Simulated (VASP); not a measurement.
Consider the following.

```yaml
crystal:
  lattice:
    - [0.00000, 2.53885, 2.53885]
    - [2.53885, 0.00000, 2.53885]
    - [2.53885, 2.53885, 0.00000]
  atoms:
    - { symbol: Sr, position: [0.00000, 0.00000, 0.00000] }
    - { symbol: O, position: [0.50000, 0.50000, 0.50000] }
```

These are LDA (Ceperley-Alder, Perdew-Zunger) with spin-orbit coupling, VASP's LDA PAW potentials (set 64) (plane waves; VASP 6.6.1) values and carry that method's errors. Numerical set-up: 520 eV cut-off, 8×8×8 Γ-centred mesh, Gaussian smearing of 0.050 eV, potentials Sr_sv O.

### Question
Give the energies of bands 11 to 23 at the high-symmetry points, in eV from the valence-band maximum.

### Answer

| band | Γ | X | U | L | W |
|---|---|---|---|---|---|
| 11 | -0.07 | -0.39 | -1.02 | -2.34 | -1.23 |
| 12 | -0.07 | -0.39 | -1.02 | -2.34 | -1.23 |
| 13 | 0.00 | -0.11 | -0.62 | -1.27 | -0.47 |
| 14 | 0.00 | -0.11 | -0.62 | -1.27 | -0.47 |
| 15 | 0.00 | -0.04 | -0.44 | -1.25 | -0.38 |
| 16 | 0.00 | -0.04 | -0.44 | -1.25 | -0.38 |
| 17 | 4.05 | 3.04 | 4.67 | 6.58 | 5.97 |
| 18 | 4.05 | 3.04 | 4.67 | 6.58 | 5.97 |
| 19 | 6.15 | 8.03 | 7.97 | 8.54 | 5.97 |
| 20 | 6.15 | 8.03 | 7.97 | 8.54 | 5.97 |
| 21 | 6.15 | 10.41 | 9.01 | 8.97 | 8.88 |
| 22 | 6.15 | 10.41 | 9.01 | 8.97 | 8.88 |
| 23 | 6.18 | 10.49 | 10.39 | 9.02 | 11.45 |

The gap is indirect, 3.04 eV, from the valence maximum at Γ to the conduction minimum at X.

The compound is SrO in the rock salt structure. It was relaxed first.
